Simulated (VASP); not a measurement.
# KMg6Cd (Amm2) in VASP: reference runs, part 2 of 2

VASP 6.6.1. Earlier steps stand in the parts before.

### Step 3. Single point, PBE (atoms moved at random, drawn with an rms of 0.05 Å)

The input, INCAR:

```
  PREC = Accurate
  ENCUT = 520
  EDIFF = 1E-7
  ISMEAR = -1
  SIGMA = 0.05
  LREAL = False
  LASPH = True
  NELM = 100
  ALGO = Normal
  ISIF = 2
  LWAVE = False
  LCHARG = False
  GGA = PE
  NBANDS = 26
```

The input, KPOINTS:

```
Automatic mesh
0
Gamma
  5 5 5
```

The input, POSCAR:

```
KMg6Cd
1.0
    5.3358260000      0.0000000000      0.0000000000
    0.0000000000      3.3916290000      5.7961295000
    0.0000000000     -3.3916290000      5.7961295000
Cd K Mg
1 1 6
Direct
    0.4990910000      0.6559450000      0.6662810000
   -0.0030880000      0.8308210000      0.8393100000
    0.5085360000      0.1652610000      0.1670250000
    0.5021240000      0.6601810000      0.1862460000
    0.5152210000      0.1817650000      0.6588760000
    0.0032850000      0.3404480000      0.3347590000
    0.0090040000      0.8247500000      0.3422430000
   -0.0005020000      0.3297480000      0.8367800000
```

Potentials or basis: VASP PAW PBE potentials, release 64 (Cd, K_sv, Mg).

Launch:

```bash
$ cat potpaw_PBE.64/Cd/POTCAR potpaw_PBE.64/K_sv/POTCAR potpaw_PBE.64/Mg/POTCAR > POTCAR
$ mpirun -np 1 vasp_std > vasp.out
```

OUTCAR:

```text
PREC = Accurate
   ENCUT = 520
   EDIFF = 1E-7
   ISMEAR = -1
   LREAL = False
   LASPH = True
   NELM = 100
   ISIF = 2
   GGA = PE

 ion  position               nearest neighbor table
   1  0.499  0.656  0.666-   4 3.21   5 3.21   7 3.23   8 3.28   8 3.28   7 3.32   2 3.33   2 3.35
                             3 3.36   3 3.42   4 3.51   5 3.51
   2  0.997  0.831  0.839-   5 3.29   4 3.33   1 3.33   8 3.34   6 3.34   1 3.35   7 3.36   7 3.36
                             8 3.37   4 3.38   6 3.44   5 3.45
   3  0.509  0.165  0.167-   8 3.26   6 3.30   7 3.33   4 3.33   7 3.33   8 3.33   6 3.35   5 3.36
                             5 3.36   1 3.36   4 3.39   1 3.42
   4  0.502  0.660  0.186-   1 3.21   7 3.22   5 3.23   6 3.25   6 3.26   7 3.28   3 3.33   2 3.33
                             2 3.38   3 3.39   1 3.51   5 3.56
   5  0.515  0.182  0.659-   8 3.20   1 3.21   6 3.22   4 3.23   2 3.29   6 3.33   8 3.34   3 3.36
                             3 3.36   2 3.45   1 3.51   4 3.56
   6  0.003  0.340  0.335-   5 3.22   4 3.25   4 3.26   7 3.28   3 3.30   5 3.33   8 3.34   2 3.34
                             3 3.35   8 3.38   7 3.44   2 3.44
   7  0.009  0.825  0.342-   4 3.22   1 3.23   6 3.28   4 3.28   1 3.32   3 3.33   3 3.33   8 3.36
                             2 3.36   2 3.36   8 3.43   6 3.44
   8  0.999  0.330  0.837-   5 3.20   3 3.26   1 3.28   1 3.28   3 3.33   6 3.34   5 3.34   2 3.34
                             7 3.36   2 3.37   6 3.38   7 3.43

  LATTYP: Found a base centered orthorhombic cell.
 ALAT       =     6.7832580000
 B/A-ratio  =     1.7089515097
 C/A-ratio  =     0.7866169914

  Lattice vectors:

 A1 = (   0.0000000000,   3.3916290000,  -5.7961295000)
 A2 = (   0.0000000000,   3.3916290000,   5.7961295000)
 A3 = (   5.3358260000,   0.0000000000,   0.0000000000)

Analysis of symmetry for initial positions (statically):
=====================================================================
 Subroutine PRICEL returns:
 Original cell was already a primitive cell.

 Routine SETGRP: Setting up the symmetry group for a
 base centered orthorhombic supercell.

 Subroutine GETGRP returns: Found  1 space group operations
 (whereof  1 operations were pure point group operations)
[... 156 lines left out ...]
   IVDW    =     0    specifies the selected vdW correction
   LEPSILON=     F    determine dielectric tensor
   LRPA    =     F    only Hartree local field effects (RPA)
 non-spin polarized calculation
  energy-cutoff  :      520.00
  volume of cell :      209.79
 maximum number of plane-waves:      5696
   NGX = 19   NGY = 25   NGZ = 25

 number of electron      32.9999996 magnetization

 Free energy of the ion-electron system (eV)
  ---------------------------------------------------
  ext. energy  EPLUGINS =         0.00000000
  ---------------------------------------------------
  free energy    TOTEN  =        -9.84311080 eV

  energy without entropy =       -9.82959901  energy(sigma->0) =       -9.83635491

 E-fermi :   2.0354     XC(G=0):  -8.4198

 val. band max:        1.9079366847   @ k =   0.2000  -0.4000  -0.2000
 cond. band min:       2.0777880843   @ k =   0.4000   0.2000   0.2000
 fundamental gap:      0.1698513996
 Fermi energy:         2.0353567360

 k-point     1 :       0.0000    0.0000    0.0000
  band No.  band energies     occupation
      1     -28.7433      2.00000
      2     -12.3628      2.00000
      3     -12.3605      2.00000
      4     -12.3272      2.00000
      5      -6.5707      2.00000
      6      -6.5250      2.00000
[... 685 lines left out ...]
     25       5.6678      0.00000
     26       5.7563      0.00000

 [... further k-points ...]

------------------------ aborting loop because EDIFF is reached ----------------------------------------

  FORCE on cell =-STRESS in cart. coord.  units (eV):
  Direction    XX          YY          ZZ          XY          YZ          ZX
  --------------------------------------------------------------------------------------
  -------------------------------------------------------------------------------------
  Total        0.4764819     -0.6468245     -0.3773001     -0.0915360     -0.0355998     -0.1106407
  in kB        3.6389739     -4.9399091     -2.8815052     -0.6990757     -0.2718815     -0.8449818
  external PRESSURE =      -1.3941468 kB  Pullay stress =       0.0000000 kB

 VOLUME and BASIS-vectors are now :
 -----------------------------------------------------------------------------
  energy-cutoff  :      520.00
  volume of cell :      209.79
      direct lattice vectors                 reciprocal lattice vectors
     5.335826000  0.000000000  0.000000000     0.187412408  0.000000000  0.000000000
     0.000000000  3.391629000  5.796129500     0.000000000  0.147421785  0.086264463
     0.000000000 -3.391629000  5.796129500     0.000000000 -0.147421785  0.086264463

 POSITION                                       TOTAL-FORCE (eV/Angst)
 -----------------------------------------------------------------------------------
      2.66306     -0.03506      7.66379         0.004552      0.007878     -0.195349
      5.31935     -0.02879      9.68030         0.145659      0.075030     -0.093889
      2.71346     -0.00598      1.92597        -0.040788     -0.012915      0.037004
      2.67925      1.60741      4.90600        -0.000984     -0.178449      0.081189
      2.74913     -1.61818      4.87246        -0.206095      0.169049      0.094778
      0.01753      0.01929      3.91359         0.055995     -0.116538      0.023455
      0.04804      1.63648      6.76404        -0.048147     -0.033904      0.031961
      5.33315     -1.71966      6.76135         0.089808      0.089849      0.020852
 -----------------------------------------------------------------------------------
    total drift:                               -0.000101     -0.000007     -0.000313

  FREE ENERGIE OF THE ION-ELECTRON SYSTEM (eV)
  ---------------------------------------------------
  free  energy   TOTEN  =        -9.8431108027 eV

  energy  without entropy=       -9.8295990110  energy(sigma->0) =       -9.83635491
```

It took 3 min on 1 thread of AMD EPYC 9R45 (Zen 5), shared host; peak memory 0.51 GiB.

What came out:

```yaml
Free_energy: -9.8431 eV
Pressure: -0.1 GPa
Largest_force: 0.283 eV/Å
Band_gap_on_the_k_mesh: none (metal or under the smearing width)
```

Forces on the atoms (eV/Å):
```
Cd   0.005  0.008 -0.195
K    0.146  0.075 -0.094
Mg  -0.041 -0.013  0.037
Mg  -0.001 -0.178  0.081
Mg  -0.206  0.169  0.095
Mg   0.056 -0.117  0.023
Mg  -0.048 -0.034  0.032
Mg   0.090  0.090  0.021
```

Stress tensor (GPa, compression positive):
```
 0.36 -0.07 -0.08
-0.07 -0.49 -0.03
-0.08 -0.03 -0.29
```

Levels at points of the mesh, in eV from the Fermi level:
| k point | band 13 | band 14 | band 15 | band 16 | band 17 | band 18 | band 19 | band 20 | band 21 | band 22 |
| --- | --- | --- | --- | --- | --- | --- | --- | --- | --- | --- |
| (0.00, 0.00, 0.00) | -2.10 | -1.69 | -1.29 | -1.27 | -1.07 | -0.14 | 2.10 | 2.14 | 2.67 | 2.86 |
